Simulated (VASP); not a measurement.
Calculation: PBE GGA, VASP's PBE PAW potentials (set 64) (plane waves; VASP 6.6.1).

VASP input:

### KPOINTS
```
k-points along high-symmetry lines
15
Line-mode
Reciprocal
  0.000000   0.000000   0.000000 ! GAMMA
  0.000000   0.500000   0.000000 ! X

  0.000000   0.500000   0.000000 ! X
  0.500000   0.500000   0.000000 ! M

  0.500000   0.500000   0.000000 ! M
  0.000000   0.000000   0.000000 ! GAMMA

  0.000000   0.000000   0.000000 ! GAMMA
  0.500000   0.500000   0.500000 ! R

  0.500000   0.500000   0.500000 ! R
  0.000000   0.500000   0.000000 ! X

  0.500000   0.500000   0.500000 ! R
  0.500000   0.500000   0.000000 ! M
```

INCAR:
```
SYSTEM  =  K3NaCl4
PREC  =  Accurate; ENCUT  =  400; LREAL  =  .FALSE.
LASPH  =  .TRUE.; ICHARG  =  11
EDIFF  =  1E-6; NELM  =  100; ALGO  =  Normal
ISMEAR  =  0; SIGMA  =  0.05
GGA  =  PE
LWAVE  =  .FALSE.; LCHARG  =  .FALSE.
```

### POSCAR
```
K3NaCl4
1
    6.2490655898    -0.0000000000     0.0000000000
   -0.0000000000     6.2490655898    -0.0000000000
    0.0000000000    -0.0000000000     6.2490655898
Na Cl K
1 4 3
Direct
  0.0000000000   0.0000000000   0.0000000000
  0.5000000000   0.5000000000   0.5000000000
  0.0000000000   0.0000000000   0.5000000000
  0.0000000000   0.5000000000   0.0000000000
  0.5000000000   0.0000000000   0.0000000000
  0.5000000000   0.5000000000   0.0000000000
  0.5000000000   0.0000000000   0.5000000000
  0.0000000000   0.5000000000   0.5000000000
```

POTCAR, in this order: Na_pv Cl K_sv (PBE.64 set). Program: vasp_std. Read from the step before: CHGCAR.

Output of the run:

OUTCAR:
```
 ion  position               nearest neighbor table
   1  0.000  0.000  0.000-
   2  0.500  0.500  0.500-   6 3.12   7 3.12   8 3.12   6 3.12   7 3.12   8 3.12
   3  0.000  0.000  0.500-   7 3.12   8 3.12   8 3.12   7 3.12
   4  0.000  0.500  0.000-   6 3.12   8 3.12   8 3.12   6 3.12
   5  0.500  0.000  0.000-   6 3.12   7 3.12   7 3.12   6 3.12
   6  0.500  0.500  0.000-   2 3.12   4 3.12   5 3.12   2 3.12   5 3.12   4 3.12
   7  0.500  0.000  0.500-   2 3.12   3 3.12   5 3.12   5 3.12   2 3.12   3 3.12
   8  0.000  0.500  0.500-   2 3.12   3 3.12   4 3.12   4 3.12   3 3.12   2 3.12
  LATTYP: Found a simple cubic cell.
 ALAT       =     6.2490655898
 Subroutine PRICEL returns:
 Original cell was already a primitive cell.
 Subroutine GETGRP returns: Found 48 space group operations
The static configuration has the point symmetry O_h .
The dynamic configuration has the point symmetry O_h .
 Subroutine INISYM returns: Found 48 space group operations
   k-points           NKPTS =     90   k-points in BZ     NKDIM =     90   number of bands    NBANDS=     37
   number of dos      NEDOS =    301   number of ions     NIONS =      8
   total plane-waves  NPLWV =  74088
   dimension x,y,z NGX =    42 NGY =   42 NGZ =   42
   dimension x,y,z NGXF=    84 NGYF=   84 NGZF=   84
   ions per type =               1   4   3
   PREC   = accura    normal or accurate (medium, high low for compatibility)
   ISTART =      0    job   : 0-new  1-cont  2-samecut
   ICHARG =     11    charge: 1-file 2-atom 10-const
   ISPIN  =      1    spin polarized calculation?
   LNONCOLLINEAR =      F non collinear calculations
   LSORBIT =      F    spin-orbit coupling
   INIWAV =      1    electr: 0-lowe 1-rand  2-diag
   ENCUT  =  400.0 eV  29.40 Ry    5.42 a.u.  10.19 10.19 10.19*2*pi/ulx,y,z
   NELM   =    100;   NELMIN=  2; NELMDL= -5     # of ELM steps
   EDIFF  = 0.1E-05   stopping-criterion for ELM
   LREAL  =      F    real-space projection
   NLSPLINE    = F    spline interpolate recip. space projectors
   LMAXMIX     =    2 max onsite mixed and CHGCAR
   VOSKOWN=      0    Vosko Wilk Nusair interpolation
   EDIFFG = 0.1E-04   stopping-criterion for IOM
   NSW    =      0    number of steps for IOM
   NBLOCK =      1;   KBLOCK =      1    inner block; outer block
   IBRION =     -1    ionic relax: 0-MD 1-quasi-New 2-CG
   NFREE  =      0    steps in history (QN), initial steepest desc. (CG)
   ISIF   =      2    stress and relaxation
   ISYM   =      2    0-nonsym 1-usesym 2-fastsym
   TEIN   =    0.0    initial temperature
   TEBEG  =    0.0;   TEEND  =   0.0 temperature during run
   SMASS  =  -3.00    Nose mass-parameter (am)
   PSTRESS=    0.0 pullay stress
   NELECT =      62.0000    total number of electrons
   EFERMI =   0.00;   METHOD = LEGACY
   ISMEAR =     0;   SIGMA  =   0.05  broadening in eV -4-tet -1-fermi 0-gaus
   IALGO  =     38    algorithm
   LDIAG  =      T    sub-space diagonalisation (order eigenvalues)
   IMIX   =      4    mixing-type and parameters
     AMIX     =   0.40;   BMIX     =  1.00
     AMIX_MAG =   1.60;   BMIX_MAG =  1.00
     AMIN     =   0.10
   GGA     = PE    functional components
   VOSKOWN =     0    Vosko Wilk Nusair interpolation
   LHFCALC =     F    Hartree Fock is set to
   LHFONE  =     F    Hartree Fock one center treatment
   AEXX    =    0.0000 exact exchange contribution
   IVDW    =     0    specifies the selected vdW correction
   LEPSILON=     F    determine dielectric tensor
   LRPA    =     F    only Hartree local field effects (RPA)
  energy-cutoff  :      400.00
  volume of cell :      244.03
      direct lattice vectors                 reciprocal lattice vectors
     6.249065590  0.000000000  0.000000000     0.160023924  0.000000000  0.000000000
     0.000000000  6.249065590  0.000000000     0.000000000  0.160023924  0.000000000
     0.000000000  0.000000000  6.249065590     0.000000000  0.000000000  0.160023924
 k-point     1 :   0.0000 0.0000 0.0000  plane waves:    4385
 k-point     2 :   0.0000 0.0357 0.0000  plane waves:    4405
 k-point     3 :   0.0000 0.0714 0.0000  plane waves:    4425
 k-point     4 :   0.0000 0.1071 0.0000  plane waves:    4429
...
```

### OSZICAR
```
       N       E                     dE             d eps       ncg     rms          rms(c)
DAV:   1     0.471489988550E+03    0.47149E+03   -0.25237E+04  7188   0.124E+03
DAV:   2     0.180886037660E+02   -0.45340E+03   -0.44048E+03  8180   0.350E+02
DAV:   3    -0.253059640152E+02   -0.43395E+02   -0.43245E+02  9139   0.104E+02
DAV:   4    -0.267908335992E+02   -0.14849E+01   -0.14825E+01  9646   0.210E+01
DAV:   5    -0.268816749655E+02   -0.90841E-01   -0.90819E-01 11096   0.330E+00
DAV:   6    -0.268830726831E+02   -0.13977E-02   -0.13976E-02 10118   0.545E-01
DAV:   7    -0.268831362231E+02   -0.63540E-04   -0.63537E-04 10900   0.921E-02
DAV:   8    -0.268831395939E+02   -0.33708E-05   -0.33708E-05  9417   0.196E-02
DAV:   9    -0.268831398123E+02   -0.21845E-06   -0.21849E-06  7135   0.456E-03
   1 F= -.26883140E+02 E0= -.26883140E+02  d E =-.517823E-18
```

### OUTCAR
```
 val. band max:       -1.8433771420   @ k =   0.0000   0.0000   0.0000

 cond. band min:       2.8873475218   @ k =   0.0000   0.0000   0.0000



 k-point     1 :       0.0000    0.0000    0.0000
  band No.  band energies     occupation
      1     -28.9514      2.00000
      2     -28.9399      2.00000
      3     -28.9399      2.00000
      4     -23.5727      2.00000
      5     -23.5727      2.00000
      6     -23.5727      2.00000
      7     -14.0091      2.00000
      8     -13.8967      2.00000
      9     -13.8967      2.00000
     10     -13.8523      2.00000
     11     -12.5432      2.00000
     12     -12.5432      2.00000
     13     -12.5432      2.00000
     14     -12.4758      2.00000
     15     -12.4758      2.00000
     16     -12.4758      2.00000
     17     -12.4337      2.00000
     18     -12.4337      2.00000
     19     -12.4337      2.00000
     20      -2.6475      2.00000
     21      -2.6475      2.00000
     22      -2.6475      2.00000
     23      -2.1395      2.00000
     24      -2.1395      2.00000
     25      -2.1395      2.00000
     26      -2.0717      2.00000
     27      -2.0717      2.00000
     28      -2.0717      2.00000
     29      -1.8434      2.00000
     30      -1.8434      2.00000
     31      -1.8434      2.00000
     32       2.8873      0.00000
     33       4.9465      0.00000
     34       4.9465      0.00000
     35       4.9465      0.00000
     36       5.2930      0.00000
     37       6.8693      0.00000

 k-point     2 :       0.0000    0.0357    0.0000
  band No.  band energies     occupation
      1     -28.9513      2.00000
      2     -28.9400      2.00000
      3     -28.9399      2.00000
      4     -23.5728      2.00000
      5     -23.5727      2.00000
      6     -23.5727      2.00000
      7     -14.0097      2.00000
      8     -13.8981      2.00000
      9     -13.8975      2.00000
     10     -13.8538      2.00000
     11     -12.5429      2.00000
     12     -12.5429      2.00000
...
```

The density is held fixed in this step, so its total energy and stress have no physical meaning.

The structure was generated: K3NaCl4 was put into an ordered model structure (Pm-3m), which need not be its known phase. It was relaxed first, which changed the volume by +6 %.
